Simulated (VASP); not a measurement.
Output of a VASP run:

**OSZICAR**
```
       N       E                     dE             d eps       ncg     rms          rms(c)
DAV:   1     0.395936909158E+03    0.39594E+03   -0.21032E+04  1892   0.829E+02
DAV:   2    -0.354184868362E+02   -0.43136E+03   -0.42337E+03  1906   0.426E+02
DAV:   3    -0.588009934676E+02   -0.23383E+02   -0.22755E+02  2144   0.101E+02
DAV:   4    -0.596129646028E+02   -0.81197E+00   -0.79737E+00  2256   0.160E+01
DAV:   5    -0.596411614852E+02   -0.28197E-01   -0.27865E-01  2312   0.285E+00    0.143E+01
DAV:   6    -0.542868897056E+02    0.53543E+01   -0.35907E+01  1968   0.316E+01    0.609E+00
DAV:   7    -0.556154815449E+02   -0.13286E+01   -0.31293E+01  2048   0.295E+01    0.563E+00
DAV:   8    -0.536672923651E+02    0.19482E+01   -0.16670E+01  2168   0.162E+01    0.327E+00
DAV:   9    -0.533644324047E+02    0.30286E+00   -0.26865E+00  1992   0.871E+00    0.172E+00
DAV:  10    -0.533152478219E+02    0.49185E-01   -0.40445E-01  2040   0.301E+00    0.874E-01
DAV:  11    -0.533031540964E+02    0.12094E-01   -0.14357E-01  2120   0.240E+00    0.511E-01
DAV:  12    -0.532981641429E+02    0.49900E-02   -0.30720E-02  2024   0.981E-01    0.276E-01
DAV:  13    -0.532966601008E+02    0.15040E-02   -0.12495E-02  2024   0.585E-01    0.119E-01
DAV:  14    -0.532977787880E+02   -0.11187E-02   -0.27641E-03  2008   0.285E-01    0.911E-02
DAV:  15    -0.532991154890E+02   -0.13367E-02   -0.10829E-03  1688   0.152E-01    0.458E-02
DAV:  16    -0.532998021199E+02   -0.68663E-03   -0.70731E-04  2016   0.119E-01    0.313E-02
DAV:  17    -0.533002913145E+02   -0.48919E-03   -0.18981E-04  1680   0.767E-02    0.146E-02
DAV:  18    -0.533005432060E+02   -0.25189E-03   -0.14011E-04  1576   0.497E-02    0.102E-02
DAV:  19    -0.533006955167E+02   -0.15231E-03   -0.51783E-05  1784   0.313E-02    0.554E-03
DAV:  20    -0.533007542381E+02   -0.58721E-04   -0.10410E-05  1408   0.134E-02    0.514E-03
DAV:  21    -0.533007989377E+02   -0.44700E-04   -0.19148E-05  1251   0.134E-02    0.181E-03
DAV:  22    -0.533008574956E+02   -0.58558E-04   -0.37349E-06  1320   0.791E-03    0.187E-03
DAV:  23    -0.533009236888E+02   -0.66193E-04   -0.57149E-06  1203   0.582E-03    0.941E-04
DAV:  24    -0.533009467738E+02   -0.23085E-04   -0.22632E-06  1256   0.429E-03    0.733E-04
DAV:  25    -0.533009525466E+02   -0.57729E-05   -0.29581E-07  1040   0.315E-03    0.406E-04
DAV:  26    -0.533009551945E+02   -0.26478E-05   -0.15033E-07   984   0.188E-03    0.286E-04
DAV:  27    -0.533009563851E+02   -0.11906E-05   -0.84071E-08   931   0.192E-03    0.327E-04
DAV:  28    -0.533009568280E+02   -0.44298E-06   -0.53211E-08   936   0.155E-03
   1 F= -.53300957E+02 E0= -.53276958E+02  d E =-.479967E-01
```

**OUTCAR**
```
------------------------ aborting loop because EDIFF is reached ----------------------------------------
  FORCE on cell =-STRESS in cart. coord.  units (eV):
  Direction    XX          YY          ZZ          XY          YZ          ZX
  --------------------------------------------------------------------------------------
  Total       -3.1121305     -4.3549245      0.4042676      0.0775511      0.1560118     -0.0478638
  in kB       -9.0219811    -12.6248070      1.1719606      0.2248185      0.4522739     -0.1387559
  external PRESSURE =      -6.8249425 kB  Pullay stress =       0.0000000 kB
  volume of cell :      552.67
      direct lattice vectors                 reciprocal lattice vectors
     4.100000000  0.000000000  0.000000000     0.243902439  0.000000000  0.000000000
     0.000000000  5.798276000  0.000000000     0.000000000  0.172465057  0.000000000
     0.000000000  0.000000000 23.247900000     0.000000000  0.000000000  0.043014638
 POSITION                                       TOTAL-FORCE (eV/Angst)
 -----------------------------------------------------------------------------------
      4.08387      2.63282      9.44014         0.172276      0.474575      0.179095
      0.01802      5.55270     12.31202        -0.168824      0.134977     -0.084230
      0.01873      2.63846     15.25209        -0.087723      0.111206     -0.133026
      2.06394      1.20382      8.00616        -0.045372     -0.451174      0.203004
      0.02437      5.60943      9.44248        -0.087298     -0.387043     -0.903287
      2.05804      4.11741      8.01627        -0.022079      0.424056      0.144976
      2.07531      4.10735     10.84821        -0.146249      0.135096      0.228802
      4.08792      2.67932     12.36421         0.050838     -0.044139     -0.188845
      2.01570      1.25896     10.90917         0.232981     -0.247310      0.008126
      2.04318      1.22593     13.78368         0.086473     -0.068548      0.356117
      4.04565      5.55261     15.24839         0.093498      0.029924      0.088383
      2.06526      4.14707     13.86465        -0.078522     -0.111620      0.100884
 -----------------------------------------------------------------------------------
    total drift:                                0.001115      0.000643     -0.000051
  FREE ENERGIE OF THE ION-ELECTRON SYSTEM (eV)
  ---------------------------------------------------
  free  energy   TOTEN  =       -53.3009568280 eV

  energy  without entropy=      -53.2529601445  energy(sigma->0) =      -53.27695849
```
(Selected blocks of OUTCAR.)

### POSCAR
```
Al3Sc
1
    4.1000000000     0.0000000000     0.0000000000
    0.0000000000     5.7982760000     0.0000000000
    0.0000000000     0.0000000000    23.2479000000
Sc Al
3 9
Direct
 -0.0039340000   0.4540690000   0.4060640000
  0.0043960000   0.9576470000   0.5295970000
  0.0045680000   0.4550420000   0.6560630000
  0.5034010000   0.2076170000   0.3443820000
  0.0059430000   0.9674310000   0.4061650000
  0.5019610000   0.7101090000   0.3448170000
  0.5061720000   0.7083740000   0.4666320000
 -0.0029460000   0.4620890000   0.5318420000
  0.4916340000   0.2171270000   0.4692540000
  0.4983370000   0.2114300000   0.5929000000
 -0.0132550000   0.9576320000   0.6559040000
  0.5037220000   0.7152240000   0.5963830000
```

Problem. Reconstruct the remaining input files.

Solution. This is not unique; one that fits is the input of the run itself, PBE GGA, plane waves, VASP's PBE PAW potentials (set 64).

### INCAR
```
# general
SYSTEM  = Al3Sc
PREC    = Accurate
ENCUT   = 300
LREAL   = .FALSE.
LASPH   = .TRUE.

# electronic loop
EDIFF   = 1E-6
NELM    = 100
ALGO    = Normal
LMAXMIX = 4

# smearing
ISMEAR  = 0
SIGMA   = 0.1

# functional
GGA     = PE

# ions
ISIF    = 2

# output
LWAVE   = .FALSE.
LCHARG  = .FALSE.
```

File KPOINTS:
```
Automatic mesh
0
Gamma
7 5 1
0 0 0
```

POTCAR, in this order: Sc_sv Al (PBE.64 set). Program: vasp_std.

At this cut-off the stress carries a Pulay error, which pulls relaxed volumes low. The cell holds a wide vacuum, so values per volume refer to the whole cell.

The cell is a sheet with vacuum, built from a generated structure.
